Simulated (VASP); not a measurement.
VASP ran on this input.

### INCAR
```
SYSTEM = NaF
PREC = Accurate
ENCUT = 520
EDIFF = 1E-6
NELM = 100
ALGO = Normal
LREAL = .FALSE.
LASPH = .TRUE.
ISMEAR = 1
SIGMA = 1.5
GGA = PE
LWAVE = .FALSE.
LCHARG = .FALSE.
ISIF = 2
```

### KPOINTS
```
Automatic mesh
0
Gamma
7 7 7
0 0 0
```

**POSCAR**
```
NaF
1
    0.0000000000     2.3150000000     2.3150000000
    2.3150000000     0.0000000000     2.3150000000
    2.3150000000     2.3150000000     0.0000000000
Na F
1 1
Direct
  0.0000000000   0.0000000000   0.0000000000
  0.5000000000   0.5000000000   0.5000000000
```

POTCAR, in this order: Na_pv F (PBE.64 set). Program: vasp_std.

What VASP printed:

File standard output:
```
 POSCAR found type information on POSCAR NaF
 POSCAR found :  2 types and       2 ions
 Reading from existing POTCAR
 Reading from existing POTCAR
 LDA part: xc-table for (Slater+PW92), standard interpolation
 POSCAR, INCAR and KPOINTS ok, starting setup
 WAVECAR not read
 entering main loop
       N       E                     dE             d eps       ncg     rms          rms(c)
DAV:   1     0.107629323297E+03    0.10763E+03   -0.80781E+03   455   0.157E+03
DAV:   2    -0.337374136464E+01   -0.11100E+03   -0.10298E+03   468   0.369E+02
DAV:   3    -0.916272340815E+01   -0.57890E+01   -0.57273E+01   506   0.842E+01
DAV:   4    -0.922235500729E+01   -0.59632E-01   -0.59617E-01   476   0.905E+00
DAV:   5    -0.922303455363E+01   -0.67955E-03   -0.67954E-03   506   0.986E-01    0.536E+00
DAV:   6    -0.835719392304E+01    0.86584E+00   -0.37827E+00   522   0.187E+01    0.183E+00
DAV:   7    -0.834687268103E+01    0.10321E-01   -0.29556E-02   449   0.250E+00    0.103E+00
DAV:   8    -0.834795725922E+01   -0.10846E-02   -0.27443E-02   440   0.416E+00    0.119E-01
DAV:   9    -0.834873185894E+01   -0.77460E-03   -0.35382E-03   488   0.649E-01    0.839E-02
DAV:  10    -0.834866279087E+01    0.69068E-04   -0.47968E-04   464   0.311E-01    0.107E-02
DAV:  11    -0.834866124339E+01    0.15475E-05   -0.13834E-05   506   0.718E-02    0.307E-03
DAV:  12    -0.834866148240E+01   -0.23901E-06   -0.10994E-06   443   0.175E-02
   1 F= -.83486615E+01 E0= -.84425447E+01  d E =0.281650E+00
```

OUTCAR:
```
------------------------ aborting loop because EDIFF is reached ----------------------------------------
  FORCE on cell =-STRESS in cart. coord.  units (eV):
  Direction    XX          YY          ZZ          XY          YZ          ZX
  --------------------------------------------------------------------------------------
  Total        0.2479630      0.2479630      0.2479630      0.0000000      0.0000000      0.0000000
  in kB       16.0108557     16.0108557     16.0108557      0.0000000      0.0000000      0.0000000
  external PRESSURE =      16.0108557 kB  Pullay stress =       0.0000000 kB
  volume of cell :       24.81
      direct lattice vectors                 reciprocal lattice vectors
     0.000000000  2.315000000  2.315000000    -0.215982721  0.215982721  0.215982721
     2.315000000  0.000000000  2.315000000     0.215982721 -0.215982721  0.215982721
     2.315000000  2.315000000  0.000000000     0.215982721  0.215982721 -0.215982721
  FREE ENERGIE OF THE ION-ELECTRON SYSTEM (eV)
  ---------------------------------------------------
  free  energy   TOTEN  =        -8.3486614824 eV

  energy  without entropy=       -8.6303112226  energy(sigma->0) =       -8.44254473
```
(Selected blocks of OUTCAR.)

**Question.** Read input and log: which fault does this run have?
A) LDA potentials were taken and GGA is not set, so the run is LDA and not PBE
B) IBRION is misspelt, so VASP ignores the line and takes its default
C) SIGMA is far too large
D) ALGO = VeryFast starts from random orbitals with almost no delay (NELMDL = -1)

**Answer.** C, SIGMA is far too large. The run ends without an error. Against the sound run, the energy per atom (σ→0) rises by 0.059 eV/atom; the pressure falls by 0.55 GPa; the band gap increases by 0.03 eV.

To mend it, set ISMEAR = 0, set SIGMA = 0.05.

The mended run (PBE GGA, plane waves, VASP's PBE PAW potentials (set 64)) converges, and its OSZICAR ends with
```
   1 F= -.85605518E+01 E0= -.85605518E+01  d E =-.556038E-19
```

The compound is NaF in the rock salt structure. The cell was not relaxed at this level.
